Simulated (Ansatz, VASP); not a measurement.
# Mo (Mo(100)) in two plane-wave programs, part 2 of 2

One calculation is typed for both programs; each brings its own data sets. How far apart do they land? The cell is taken from a series of runs on this material, whose earlier steps may have relaxed, scaled, displaced or heated it; both programs get it as it stands.

VASP 6.6.1 and Ansatz 0.2.0.

So far: Starting point; VASP: single point, PBE, pair 1; Ansatz: single point, PBE, pair 1; Differences.

### 5. VASP: single point, PBE, pair 2

Level of this step: PBE; plane waves and PAW (Mo_sv) (VASP).

With cell and atoms fixed, the geometry can't cause a difference; cores, projectors, grids and the points listed under the comparison can. This pair takes another cell of the material, with 7 atoms against 8 for the pair before.

INCAR

```
SYSTEM = Mo
PREC = Accurate
ENCUT = 400
EDIFF = 1E-06
NELM = 120
ISMEAR = -1
SIGMA = 0.1
LREAL = .FALSE.
ALGO = Normal
GGA = PE
NBANDS = 60
LASPH = .TRUE.
LORBIT = 11
LWAVE = .FALSE.
LCHARG = .FALSE.
ISIF = 2
LDIPOL = .TRUE.
IDIPOL = 3
DIPOL = 0.5 0.5 0.5
LVHAR = .TRUE.
GGA_COMPAT = .FALSE.
NELMDL = -8
KPAR = 4
```

POSCAR

```
Mo
1.0
    3.1500000000      0.0000000000      0.0000000000
    0.0000000000      3.1500000000      0.0000000000
    0.0000000000      0.0000000000     35.4500000000
Mo
7
Direct
    0.0000000000      0.0000000000      0.3667136812
    0.5000000000      0.5000000000      0.4111424542
    0.0000000000      0.0000000000      0.4555712271
    0.5000000000      0.5000000000      0.5000000000
    0.0000000000      0.0000000000      0.5444287729
    0.5000000000      0.5000000000      0.5888575458
    0.0000000000      0.0000000000      0.6332863188
```

KPOINTS

```
Automatic mesh
0
Gamma
13 13 1
0 0 0
```

Potentials, in the order of the species: Mo_sv (PBE family, release 64).

On the command line:

```
$ mpirun -np 4 vasp_std
```

Numbers of over 12 decimals in the logs are rounded to 6 here.

Output:

```text
[banner, memory and clock lines left out]
running    4 mpi-ranks, on    1 nodes
[...]
LDA part: xc-table for (Slater+PW92), standard interpolation
 POSCAR, INCAR and KPOINTS ok, starting setup
[...]
entering main loop
       N       E                     dE             d eps       ncg     rms          rms(c)
DAV:   1     0.808363780833E+03    0.80836E+03   -0.57981E+04  4864   0.120E+03
DAV:   2    -0.467195878927E+02   -0.85508E+03   -0.83007E+03  3844   0.391E+02
DAV:   3    -0.779549514759E+02   -0.31235E+02   -0.29957E+02  4436   0.606E+01
DAV:   4    -0.791854179896E+02   -0.12305E+01   -0.12014E+01  4544   0.881E+00
[...]
DAV:  30    -0.723926013522E+02   -0.64936E-05   -0.14991E-07  2224   0.112E-03    0.989E-04
DAV:  31    -0.723926064911E+02   -0.51388E-05   -0.30643E-07  2248   0.188E-03    0.122E-03
DAV:  32    -0.723926074304E+02   -0.93936E-06   -0.30567E-08  2040   0.555E-04
   1 F= -.72392607E+02 E0= -.72271810E+02  d E =-.241595E+00
```

OUTCAR, selected parts (step 5):

```text
  Total       -6.2810926     -6.2810926     -4.3764955      0.0000000     -0.0000000     -0.0000000
  in kB      -28.6093789    -28.6093789    -19.9342418      0.0000000     -0.0000000     -0.0000000
  external PRESSURE =     -25.7176665 kB  Pullay stress =       0.0000000 kB

 POSITION                                       TOTAL-FORCE (eV/Angst)
 -----------------------------------------------------------------------------------
      0.00000      0.00000     13.00000         0.000000      0.000000      1.327792
      1.57500      1.57500     14.57500         0.000000     -0.000000     -1.303697
      0.00000      0.00000     16.15000         0.000000      0.000000     -0.215386
      1.57500      1.57500     17.72500         0.000000      0.000000      0.000000
      0.00000      0.00000     19.30000         0.000000      0.000000      0.215386
      1.57500      1.57500     20.87500        -0.000000     -0.000000      1.303697
      0.00000      0.00000     22.45000         0.000000      0.000000     -1.327792
 -----------------------------------------------------------------------------------
    total drift:                                0.000000     -0.000000      0.000000

  FREE ENERGIE OF THE ION-ELECTRON SYSTEM (eV)
  ---------------------------------------------------
  free  energy   TOTEN  =       -72.3926074304 eV

  energy  without entropy=      -72.1510121600  energy(sigma->0) =      -72.27180980

[... 3 further parts left out ...]
[key lines of the parts left out:]
E-fermi :   1.2270
```

### 6. Ansatz: single point, PBE, pair 2

The same cell, functional, mesh and smearing now go to Ansatz, which takes its cutoff from its data sets.

The cell is taken from a series of runs on this material, whose earlier steps may have relaxed, scaled, displaced or heated it; both programs get it as it stands.

input.yaml

```yaml
crystal:
  lattice:
    - [3.15, 0.0, 0.0]
    - [0.0, 3.15, 0.0]
    - [0.0, 0.0, 35.45]
  atoms:
    - { symbol: Mo, position: [0.0, 0.0, 0.3667136812] }
    - { symbol: Mo, position: [0.5, 0.5, 0.4111424542] }
    - { symbol: Mo, position: [0.0, 0.0, 0.4555712271] }
    - { symbol: Mo, position: [0.5, 0.5, 0.5] }
    - { symbol: Mo, position: [0.0, 0.0, 0.5444287729] }
    - { symbol: Mo, position: [0.5, 0.5, 0.5888575458] }
    - { symbol: Mo, position: [0.0, 0.0, 0.6332863188] }
kpoints:
  mp_grid: { grid: [13, 13, 1] }
hamiltonian:
  xc: pbe
scf:
  occupations: { method: fermi_dirac, width: 0.1 }
  convergence: { dr2_threshold: 1.0e-09 }
efield:
  axis: 3
  dipole_correction: true
  ramp_position: 0.97
  ramp_width: 0.06
output:
  write_potential: true
  write_density: true
  volumetric_format: npy
```

On the command line:

```
$ ansatz run input.yaml --threads 2 --pin off --max-ram 3072MiB --backend cpu --events-out ev --progress --plain --runs-dir out
```

Output:

```text
[...]
Crystal: 7 atoms, lattice volume = 351.753 Å³
Basis set: ecut = 420 eV, 6935 PW (Γ)
Bands: 59, of which v1, the nominal top of the filled ones, is band 49 counted from 1 (48 counted from 0)
Symmetry: 8 space group operations
k-points: 28 of 169
[...]
k-point 0: bands = [... 45 lower, 3.1151, 3.1151, 3.3074, 3.7412, 3.7412, 3.8117, 3.8170, 4.1601, ... 6 higher]
  k-point 1: bands = [... 45 lower, 3.2204, 3.2214, 3.4911, 3.5530, 3.5931, 3.8099, 4.1680, 4.3253, ... 6 higher]
  k-point 2: bands = [... 45 lower, 3.1707, 3.2339, 3.4308, 3.5216, 3.8856, 3.9958, 4.3535, 4.5473, ... 6 higher]
  k-point 27: bands = [... 45 lower, 3.9031, 3.9210, 5.3808, 5.3938, 5.6752, 5.6946, 5.7508, 5.7563, ... 6 higher]
[key lines of the parts left out:]
SCF converged after 11 iterations
Free energy (F): -34687.962848 eV
Fermi energy:    3.876339 eV
Dipole field:    D = -0.000000 V/Å  (p = -0.000000 e·Å, saw-weighted, corrected)
Work function:   Φ+ = 3.9522 eV   Φ− = 3.9522 eV
```

### 7. Differences

Compared:

```csv
quantity,Ansatz,VASP,difference
"work function, lower of the two faces (eV)",3.95,3.95,0.00
"work function, higher of the two faces (eV)",3.95,3.95,0.00
```

With vacuum in the cell, a pressure given here is an average over mostly empty space and none of the material.

### 8. Ansatz: single point, PBE, pair 3

A single point gives forces, pressure and levels at one fixed geometry, so differences don't come from the geometry; what else differs is listed under the comparison. This pair takes another cell of the material, with 10 atoms against 7 for the pair before.

The cell is taken from a series of runs on this material, whose earlier steps may have relaxed, scaled, displaced or heated it; both programs get it as it stands.

input.yaml, the sections that differ from step 6:

```yaml
crystal:
  lattice:
    - [3.15, 0.0, 0.0]
    - [0.0, 3.15, 0.0]
    - [0.0, 0.0, 32.175]
  atoms:
    - { symbol: Mo, position: [0.5, 0.5, 0.2797202797] }
    - { symbol: Mo, position: [0.0, 0.0, 0.3286713287] }
    - { symbol: Mo, position: [0.5, 0.5, 0.3776223776] }
    - { symbol: Mo, position: [0.0, 0.0, 0.4265734266] }
    - { symbol: Mo, position: [0.5, 0.5, 0.4755244755] }
    - { symbol: Mo, position: [0.0, 0.0, 0.5244755245] }
    - { symbol: Mo, position: [0.5, 0.5, 0.5734265734] }
    - { symbol: Mo, position: [0.0, 0.0, 0.6223776224] }
    - { symbol: Mo, position: [0.5, 0.5, 0.6713286713] }
    - { symbol: Mo, position: [0.0, 0.0, 0.7202797203] }
# kpoints, hamiltonian, scf, efield, output: as in step 6
```

Output:

```text
[...]
Crystal: 10 atoms, lattice volume = 319.256 Å³
Basis set: ecut = 420 eV, 6275 PW (Γ)
Bands: 84, of which v1, the nominal top of the filled ones, is band 70 counted from 1 (69 counted from 0)
Symmetry: 8 space group operations
k-points: 28 of 169
[...]
k-point 0: bands = [... 66 lower, 7.4542, 7.8497, 7.8497, 7.8676, 8.2874, 8.2902, 8.4143, 8.4143, ... 10 higher]
  k-point 1: bands = [... 66 lower, 7.7220, 7.8032, 7.9409, 7.9784, 8.0873, 8.3432, 8.3716, 8.5455, ... 10 higher]
  k-point 2: bands = [... 66 lower, 7.6920, 7.7662, 7.8221, 8.3430, 8.4114, 8.4322, 8.5472, 8.6200, ... 10 higher]
  k-point 27: bands = [... 66 lower, 8.8501, 8.9597, 9.8672, 9.8719, 10.0611, 10.1334, 10.2026, 10.2147, ... 10 higher]
[key lines of the parts left out:]
SCF converged after 11 iterations
Free energy (F): -49556.051863 eV
Fermi energy:    8.348377 eV
Dipole field:    D = 0.000000 V/Å  (p = 0.000001 e·Å, saw-weighted, corrected)
Work function:   Φ+ = 3.9445 eV   Φ− = 3.9445 eV
```

### 9. VASP: single point, PBE, pair 3

The same cell, functional, mesh and smearing now go to VASP, with its own data sets.

INCAR, as its differences from that of step 5:

```diff
@@ -10,3 +10,3 @@
 GGA = PE
-NBANDS = 60
+NBANDS = 86
 LASPH = .TRUE.
```

POSCAR

```
Mo
1.0
    3.1500000000      0.0000000000      0.0000000000
    0.0000000000      3.1500000000      0.0000000000
    0.0000000000      0.0000000000     32.1750000000
Mo
10
Direct
    0.5000000000      0.5000000000      0.2797202797
    0.0000000000      0.0000000000      0.3286713287
    0.5000000000      0.5000000000      0.3776223776
    0.0000000000      0.0000000000      0.4265734266
    0.5000000000      0.5000000000      0.4755244755
    0.0000000000      0.0000000000      0.5244755245
    0.5000000000      0.5000000000      0.5734265734
    0.0000000000      0.0000000000      0.6223776224
    0.5000000000      0.5000000000      0.6713286713
    0.0000000000      0.0000000000      0.7202797203
```

KPOINTS is that of step 5.

On the command line:

```
$ mpirun -np 4 vasp_std
```

Output:

```text
[banner, memory and clock lines left out]
running    4 mpi-ranks, on    1 nodes
[...]
LDA part: xc-table for (Slater+PW92), standard interpolation
 POSCAR, INCAR and KPOINTS ok, starting setup
[...]
entering main loop
       N       E                     dE             d eps       ncg     rms          rms(c)
DAV:   1     0.142678967907E+04    0.14268E+04   -0.82229E+04  6144   0.128E+03
DAV:   2    -0.594014499744E+02   -0.14862E+04   -0.14418E+04  5368   0.447E+02
DAV:   3    -0.112501839522E+03   -0.53100E+02   -0.50898E+02  6506   0.730E+01
DAV:   4    -0.114293497197E+03   -0.17917E+01   -0.17381E+01  6296   0.104E+01
[...]
DAV:  33    -0.105216593142E+03   -0.23820E-05   -0.13101E-07  3098   0.911E-04    0.791E-04
DAV:  34    -0.105216595566E+03   -0.24247E-05   -0.11224E-07  3122   0.149E-03    0.909E-04
DAV:  35    -0.105216596037E+03   -0.47112E-06   -0.23123E-08  2920   0.551E-04
   1 F= -.10521660E+03 E0= -.10506022E+03  d E =-.312744E+00
```

OUTCAR, selected parts (step 9):

```text
  Total       -5.5798026     -5.5798026     -3.6091434      0.0000000      0.0000000     -0.0000000
  in kB      -28.0020454    -28.0020454    -18.1123605      0.0000000      0.0000000     -0.0000000
  external PRESSURE =     -24.7054838 kB  Pullay stress =       0.0000000 kB

 POSITION                                       TOTAL-FORCE (eV/Angst)
 -----------------------------------------------------------------------------------
      1.57500      1.57500      9.00000         0.000000      0.000000      1.349980
      0.00000      0.00000     10.57500         0.000000      0.000000     -1.391399
      1.57500      1.57500     12.15000        -0.000000      0.000000     -0.138622
      0.00000      0.00000     13.72500         0.000000     -0.000000     -0.081908
      1.57500      1.57500     15.30000        -0.000000     -0.000000      0.168903
      0.00000      0.00000     16.87500         0.000000      0.000000     -0.168903
      1.57500      1.57500     18.45000         0.000000      0.000000      0.081908
      0.00000      0.00000     20.02500         0.000000      0.000000      0.138622
      1.57500      1.57500     21.60000         0.000000     -0.000000      1.391399
      0.00000      0.00000     23.17500         0.000000     -0.000000     -1.349980
 -----------------------------------------------------------------------------------
    total drift:                                0.000000     -0.000000      0.000000

  FREE ENERGIE OF THE ION-ELECTRON SYSTEM (eV)
  ---------------------------------------------------
  free  energy   TOTEN  =      -105.2165960374 eV

  energy  without entropy=     -104.9038519502  energy(sigma->0) =     -105.06022399

[... 3 further parts left out ...]
[key lines of the parts left out:]
E-fermi :   4.1794
```

### 10. Comparison

Compared:

```
                                   quantity  Ansatz  VASP  difference
 work function, lower of the two faces (eV)    3.94  3.94        0.00
work function, higher of the two faces (eV)    3.94  3.94        0.00
```

With vacuum in the cell, a pressure given here is an average over mostly empty space and none of the material.

### 11. Outcome

| Property | Result |
| --- | --- |
| difference in work function, lower of the two faces (single point, PBE, pair 1) | 7.3e-4 eV |
| difference in work function, lower of the two faces (single point, PBE, pair 2) | 1.8e-4 eV |
| difference in work function, lower of the two faces (single point, PBE, pair 3) | -8.0e-5 eV |

The difference in work function, lower of the two faces is 7.3e-4 eV (single point, PBE, pair 1). 1 further run of this series is not shown here. How closely two codes agree says nothing of how well the functional describes the real material.

[Lines on the potential files, build, host, timing and source positions are cut from VASP's logs without a mark.]

[Logs are printed without paths, hosts, clocks, repeated set-up lines and the standing remarks that a program may print on its own settings, such as how far it seeks lower states.]

[Hosts, paths, dates, database ids (printed as entryN), source tags and the programs' standing remarks are cut or masked in the printed files.]
